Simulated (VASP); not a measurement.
Wanted: the native input for a VASP 6.6.1 run.

| Item | Value |
| --- | --- |
| Task | relaxation of cell and atoms |
| Functional | r2SCAN |
| Dispersion | rVV10 |
| Potentials or basis | VASP PAW PBE potentials, release 64 (Ta_pv, N) |
| Cutoff | 600 eV |
| k mesh | 16 × 16 × 16 |
| Occupations | gaussian, width 0.1 eV |
| Spin | no spin polarisation |
| Further INCAR settings | ALGO = Normal; EDIFF = 1e-07; IBRION = 2; EDIFFG = -0.005; NSW = 90; ISIF = 3 |

The structure of TaN lies in POSCAR:

```
TaN
1.0
    0.0000000000      2.2113230000      2.2113230000
    2.2113230000      0.0000000000      2.2113230000
    2.2113230000      2.2113230000      0.0000000000
Ta N
1 1
Direct
    0.5000000000      0.5000000000      0.5000000000
    0.0000000000      0.0000000000      0.0000000000
```

The cell comes from a database or a generator and needn't be the stable form of this composition.

The input as run:

INCAR

```
SYSTEM = TaN
PREC = Accurate
ENCUT = 600
EDIFF = 1E-7
ISMEAR = 0
SIGMA = 0.1
LREAL = .FALSE.
LASPH = .TRUE.
NELM = 100
ALGO = Normal
ISIF = 3
LWAVE = .FALSE.
LCHARG = .FALSE.
METAGGA = R2SCAN
LMIXTAU = .TRUE.
LUSE_VDW = .TRUE.
IVDW_NL = 2
BPARAM = 11.95
CPARAM = 0.0093
IBRION = 2
NSW = 90
EDIFFG = -0.005
```

KPOINTS

```
Automatic mesh
0
G
  16 16 16
  0 0 0
```

Potentials or basis: VASP PAW PBE potentials, release 64 (Ta_pv, N).

The run is started by

```console
$ cat potpaw_PBE.64/Ta_pv/POTCAR potpaw_PBE.64/N/POTCAR > POTCAR
$ mpirun -np 1 vasp_std > vasp.out
```

Results of the run:

* Relaxed volume: 10.63 Å³/atom
* Relaxed cell: a = 3.110 Å, b = 3.110 Å, c = 3.110 Å, α = 60.00°, β = 60.00°, γ = 60.00°
* Space group after relaxing (to 0.05 Å): Fm-3m (No. 225)
* Energy gained by relaxing: 3.2 meV/atom
* Ionic steps: 4
* Pressure after relaxing: 0.0 GPa
* Band gap on the k mesh: none (metal or under the smearing width)

Caveat: the PAW data sets were made with another functional, which shifts forces and pressure a little.

Run time: 7.5 min on 1 thread of Intel(R) Xeon(R) 6975P-C (Granite Rapids), on a shared host, peak memory 0.33 GiB.
